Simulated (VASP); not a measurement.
Method: vdW-DF-cx, VASP's PBE PAW potentials (set 64) (plane waves; VASP).

VASP input:

File POSCAR:
```
CrO2
1
    4.3922610790    -0.0000000000     0.0000000000
   -0.0000000000     4.3922610790     0.0000000000
    0.0000000000     0.0000000000     2.8934801373
Cr O
2 4
Direct
  0.0000000000   0.0000000000   0.0000000000
  0.5000000000   0.5000000000   0.5000000000
  0.3034300090   0.3034300090   0.0000000000
  0.8034300090   0.1965699910   0.5000000000
  0.1965699910   0.8034300090   0.5000000000
  0.6965699910   0.6965699910   0.0000000000
```

**INCAR**
```
AGGAC = 0.0
ALGO = Normal
EDIFF = 1E-6
EDIFFG = -0.02
ENCUT = 520
GGA = CX
IBRION = 2
ISIF = 3
ISMEAR = 1
ISPIN = 2
LASPH = .TRUE.
LCHARG = .FALSE.
LMAXMIX = 4
LORBIT = 10
LREAL = .FALSE.
LUSE_VDW = .TRUE.
LWAVE = .FALSE.
MAGMOM = 2.5 2.5 0.0 0.0 0.0 0.0
NELM = 100
NSW = 60
PREC = Accurate
SIGMA = 0.1
SYSTEM = CrO2
```

### KPOINTS
```
Automatic mesh
0
Gamma
6 6 10
0 0 0
```

POTCAR, in this order: Cr_pv O (PBE.64 set). Program: vasp_std.

What VASP printed:

**OUTCAR**
```
 ion  position               nearest neighbor table
   1  0.000  0.000  0.000-   3 1.88   6 1.88   5 1.89   4 1.89   4 1.89   5 1.89
   2  0.500  0.500  0.500-   4 1.88   5 1.88   3 1.89   6 1.89   3 1.89   6 1.89
   3  0.303  0.303  0.000-   1 1.88   2 1.89   2 1.89
   4  0.803  0.197  0.500-   2 1.88   1 1.89   1 1.89
   5  0.197  0.803  0.500-   2 1.88   1 1.89   1 1.89
   6  0.697  0.697  0.000-   1 1.88   2 1.89   2 1.89
  LATTYP: Found a simple tetragonal cell.
 ALAT       =     4.3922610790
 C/A-ratio  =     0.6587677930
 Subroutine PRICEL returns:
 Original cell was already a primitive cell.
 Subroutine GETGRP returns: Found 16 space group operations
The static configuration has the point symmetry D_2h.
 The point group associated with its full space group is D_4h.
The dynamic configuration has the point symmetry D_2h.
The overall configuration has the point symmetry D_2h.
 Subroutine INISYM returns: Found 16 space group operations
 Subroutine IBZKPT returns following result:
 Found     60 irreducible k-points:

 Following reciprocal coordinates:
            Coordinates               Weight
  0.000000  0.000000  0.000000      1.000000
  0.166667  0.000000  0.000000      4.000000
  0.333333  0.000000  0.000000      4.000000
  0.500000  0.000000  0.000000      2.000000
  0.166667  0.166667  0.000000      4.000000
  0.333333  0.166667  0.000000      8.000000
  0.500000  0.166667  0.000000      4.000000
  0.333333  0.333333  0.000000      4.000000
  0.500000  0.333333  0.000000      4.000000
  0.500000  0.500000  0.000000      1.000000
  0.000000  0.000000  0.100000      2.000000
  0.166667  0.000000  0.100000      8.000000
  0.333333  0.000000  0.100000      8.000000
  0.500000  0.000000  0.100000      4.000000
  0.166667  0.166667  0.100000      8.000000
  0.333333  0.166667  0.100000     16.000000
  0.500000  0.166667  0.100000      8.000000
  0.333333  0.333333  0.100000      8.000000
  0.500000  0.333333  0.100000      8.000000
  0.500000  0.500000  0.100000      2.000000
  0.000000  0.000000  0.200000      2.000000
  0.166667  0.000000  0.200000      8.000000
  0.333333  0.000000  0.200000      8.000000
  0.500000  0.000000  0.200000      4.000000
  0.166667  0.166667  0.200000      8.000000
  0.333333  0.166667  0.200000     16.000000
  0.500000  0.166667  0.200000      8.000000
  0.333333  0.333333  0.200000      8.000000
  0.500000  0.333333  0.200000      8.000000
  0.500000  0.500000  0.200000      2.000000
  0.000000  0.000000  0.300000      2.000000
  0.166667  0.000000  0.300000      8.000000
  0.333333  0.000000  0.300000      8.000000
  0.500000  0.000000  0.300000      4.000000
  0.166667  0.166667  0.300000      8.000000
  0.333333  0.166667  0.300000     16.000000
  0.500000  0.166667  0.300000      8.000000
  0.333333  0.333333  0.300000      8.000000
  0.500000  0.333333  0.300000      8.000000
  0.500000  0.500000  0.300000      2.000000
   k-points           NKPTS =     60   k-points in BZ     NKDIM =     60   number of bands    NBANDS=     31
   number of dos      NEDOS =    301   number of ions     NIONS =      6
   total plane-waves  NPLWV =  31104
   dimension x,y,z NGX =    36 NGY =   36 NGZ =   24
   dimension x,y,z NGXF=    72 NGYF=   72 NGZF=   48
   ions per type =               2   4
   PREC   = accura    normal or accurate (medium, high low for compatibility)
   ISTART =      0    job   : 0-new  1-cont  2-samecut
   ICHARG =      2    charge: 1-file 2-atom 10-const
   ISPIN  =      2    spin polarized calculation?
   LNONCOLLINEAR =      F non collinear calculations
   LSORBIT =      F    spin-orbit coupling
...
```

File OSZICAR:
```
       N       E                     dE             d eps       ncg     rms          rms(c)
DAV:   1     0.619901636969E+03    0.61990E+03   -0.26522E+04  7440   0.173E+03
DAV:   2     0.831021338688E+01   -0.61159E+03   -0.56824E+03  8216   0.516E+02
DAV:   3    -0.527634877965E+02   -0.61074E+02   -0.59587E+02  8286   0.167E+02
DAV:   4    -0.541896018798E+02   -0.14261E+01   -0.14022E+01  8985   0.253E+01
DAV:   5    -0.542221818627E+02   -0.32580E-01   -0.32569E-01  9093   0.369E+00    0.431E+01
DAV:   6    -0.460201400563E+02    0.82020E+01   -0.12109E+02  8433   0.984E+01    0.361E+01
DAV:   7    -0.413030209182E+02    0.47171E+01   -0.78864E+01  8780   0.967E+01    0.193E+01
DAV:   8    -0.393060795092E+02    0.19969E+01   -0.60252E+00  8125   0.228E+01    0.730E+00
DAV:   9    -0.389044526596E+02    0.40163E+00   -0.15295E+00  9564   0.120E+01    0.223E+00
DAV:  10    -0.389202290892E+02   -0.15776E-01   -0.17953E-01  8274   0.361E+00    0.138E+00
DAV:  11    -0.389213512390E+02   -0.11221E-02   -0.24548E-02  9418   0.157E+00    0.599E-01
DAV:  12    -0.389195345258E+02    0.18167E-02   -0.64415E-03 10404   0.813E-01    0.222E-01
DAV:  13    -0.389194665458E+02    0.67980E-04   -0.80054E-04  8940   0.299E-01    0.912E-02
DAV:  14    -0.389194282237E+02    0.38322E-04   -0.19977E-04  8834   0.100E-01    0.437E-02
DAV:  15    -0.389194341478E+02   -0.59241E-05   -0.23237E-05  9568   0.379E-02    0.237E-02
DAV:  16    -0.389194322456E+02    0.19023E-05   -0.86391E-06  8089   0.339E-02    0.674E-03
DAV:  17    -0.389194314677E+02    0.77781E-06   -0.17996E-06  5518   0.117E-02
   1 F= -.38919431E+02 E0= -.38919875E+02  d E =-.389194E+02  mag=     4.0001
       N       E                     dE             d eps       ncg     rms          rms(c)
DAV:   1    -0.390188569369E+02   -0.99425E-01   -0.26574E+00  7440   0.169E+01    0.320E+00
DAV:   2    -0.389660476510E+02    0.52809E-01   -0.48989E-01  7880   0.854E+00    0.252E+00
DAV:   3    -0.389233584223E+02    0.42689E-01   -0.16043E-01  8800   0.438E+00    0.969E-01
DAV:   4    -0.389184673264E+02    0.48911E-02   -0.39446E-02  8000   0.167E+00    0.242E-01
DAV:   5    -0.389179288011E+02    0.53853E-03   -0.30331E-03  8260   0.377E-01    0.108E-01
DAV:   6    -0.389178708569E+02    0.57944E-04   -0.15907E-04  9725   0.108E-01    0.582E-02
DAV:   7    -0.389178590554E+02    0.11802E-04   -0.49655E-05  8987   0.523E-02    0.169E-02
DAV:   8    -0.389178587245E+02    0.33082E-06   -0.32686E-06  8073   0.118E-02
   2 F= -.38917859E+02 E0= -.38918293E+02  d E =0.157274E-02  mag=     4.0000
       N       E                     dE             d eps       ncg     rms          rms(c)
DAV:   1    -0.389536071948E+02   -0.35748E-01   -0.84185E-01  7440   0.943E+00    0.180E+00
DAV:   2    -0.389343253306E+02    0.19282E-01   -0.13743E-01  7680   0.445E+00    0.131E+00
DAV:   3    -0.389238933151E+02    0.10432E-01   -0.49450E-02  8869   0.242E+00    0.577E-01
DAV:   4    -0.389219298609E+02    0.19635E-02   -0.12624E-02  7844   0.105E+00    0.125E-01
DAV:   5    -0.389218291494E+02    0.10071E-03   -0.69447E-04  8380   0.213E-01    0.623E-02
DAV:   6    -0.389217948832E+02    0.34266E-04   -0.59197E-05 10356   0.608E-02    0.267E-02
DAV:   7    -0.389217966659E+02   -0.17827E-05   -0.13644E-05  8436   0.235E-02    0.949E-03
DAV:   8    -0.389217968943E+02   -0.22844E-06   -0.13996E-06  4637   0.780E-03
   3 F= -.38921797E+02 E0= -.38922240E+02  d E =-.236543E-02  mag=     4.0000
```

OUTCAR:
```
------------------------ aborting loop because EDIFF is reached ----------------------------------------
  FORCE on cell =-STRESS in cart. coord.  units (eV):
  Direction    XX          YY          ZZ          XY          YZ          ZX
  --------------------------------------------------------------------------------------
  Total       -0.0030807     -0.0030807     -0.0308177      0.0000000      0.0000000      0.0000000
  in kB       -0.0878356     -0.0878356     -0.8786512      0.0000000      0.0000000      0.0000000
  external PRESSURE =      -0.3514408 kB  Pullay stress =       0.0000000 kB
  volume of cell :       56.19
      direct lattice vectors                 reciprocal lattice vectors
     4.401136624 -0.000000000  0.000000000     0.227214033  0.000000000  0.000000000
    -0.000000000  4.401136624  0.000000000     0.000000000  0.227214033  0.000000000
     0.000000000  0.000000000  2.901113725     0.000000000  0.000000000  0.344695208
 POSITION                                       TOTAL-FORCE (eV/Angst)
 -----------------------------------------------------------------------------------
      4.40114     -0.00000      0.00000        -0.000000      0.000000      0.000000
      2.20057      2.20057      1.45056        -0.000000      0.000000      0.000000
      1.33437      1.33437      0.00000        -0.010254     -0.010254      0.000000
      3.53494      0.86620      1.45056        -0.010254      0.010254     -0.000000
      0.86620      3.53494      1.45056         0.010254     -0.010254      0.000000
      3.06677      3.06677      0.00000         0.010254      0.010254     -0.000000
 -----------------------------------------------------------------------------------
    total drift:                               -0.000000      0.000000     -0.000000
  FREE ENERGIE OF THE ION-ELECTRON SYSTEM (eV)
  ---------------------------------------------------
  free  energy   TOTEN  =       -38.9217968943 eV

  energy  without entropy=      -38.9231258122  energy(sigma->0) =      -38.92223987

 total charge

# of ion       s       p       d       tot
------------------------------------------
    1        0.362   6.483   4.057  10.902
    2        0.362   6.483   4.057  10.902
    3        1.567   3.462   0.000   5.029
    4        1.567   3.462   0.000   5.029
    5        1.567   3.462   0.000   5.029
    6        1.567   3.462   0.000   5.029
--------------------------------------------------
tot          6.992  26.814   8.113  41.920

 magnetization (x)

# of ion       s       p       d       tot
------------------------------------------
    1        0.016   0.032   2.017   2.065
    2        0.016   0.032   2.017   2.065
    3       -0.003  -0.063   0.000  -0.066
    4       -0.003  -0.063   0.000  -0.066
    5       -0.003  -0.063   0.000  -0.066
    6       -0.003  -0.063   0.000  -0.066
--------------------------------------------------
tot          0.020  -0.188   4.035   3.867

 reached required accuracy - stopping structural energy minimisation
```
(Selected blocks of OUTCAR.)

File CONTCAR:
```
CrO2
   1.00000000000000
     4.4011366243242662   -0.0000000000000000    0.0000000000000000
    -0.0000000000000000    4.4011366243242662    0.0000000000000000
     0.0000000000000000    0.0000000000000000    2.9011137245652563
  Cr              O
     2     4
Direct
     1.0000000000000000    0.0000000000000000    0.0000000000000000
     0.5000000000000000    0.5000000000000000    0.5000000000000000
     0.3031878477937757    0.3031878477937757    0.0000000000000000
     0.8031878477937757    0.1968121522062243    0.5000000000000000
     0.1968121522062243    0.8031878477937757    0.5000000000000000
     0.6968121522062243    0.6968121522062243    0.0000000000000000
```

### OUTCAR
```
 val. band max:        5.7627344116   @ k =   0.3333   0.1667   0.2000

 cond. band min:       5.7810163338   @ k =   0.0000   0.0000   0.2000


 Fermi energy:         5.7772687134

 spin component 1

 k-point     1 :       0.0000    0.0000    0.0000
  band No.  band energies     occupation
      1     -39.0567      1.00000
      2     -39.0567      1.00000
      3     -38.9168      1.00000
      4     -38.9168      1.00000
      5     -38.8447      1.00000
      6     -38.8293      1.00000
      7     -14.1228      1.00000
      8     -12.3536      1.00000
      9     -11.8629      1.00000
     10     -11.8629      1.00000
     11      -2.0177      1.00000
     12      -1.3710      1.00000
     13      -0.9057      1.00000
     14       0.2717      1.00000
     15       0.2717      1.00000
     16       1.7758      1.00000
     17       1.7758      1.00000
     18       2.2197      1.00000
     19       4.0272      1.00000
     20       4.1848      1.00000
     21       4.4322      1.00000
     22       4.4732      1.00000
     23       4.4732      1.00000
     24       4.6315      1.00000
     25       4.6315      1.00000
     26       4.6684      1.00000
     27       5.1173      1.00000
     28       6.8996     -0.00000
     29       6.9918     -0.00000
     30       9.5795      0.00000
     31       9.5795      0.00000

 k-point     2 :       0.1667    0.0000    0.0000
  band No.  band energies     occupation
      1     -39.0556      1.00000
      2     -39.0555      1.00000
      3     -38.9182      1.00000
      4     -38.9181      1.00000
      5     -38.8436      1.00000
      6     -38.8303      1.00000
      7     -14.0111      1.00000
      8     -12.4276      1.00000
      9     -11.9439      1.00000
     10     -11.8823      1.00000
     11      -1.8067      1.00000
     12      -1.2654      1.00000
     13      -0.7022      1.00000
     14       0.2868      1.00000
     15       0.3006      1.00000
...
```

The moments were started parallel, and other spin orders were not tried in this run.

The compound is CrO2 in the rutile structure. This run relaxes it. Symmetry was kept, so distortions that lower it aren't found. The start is the result of an earlier pass.
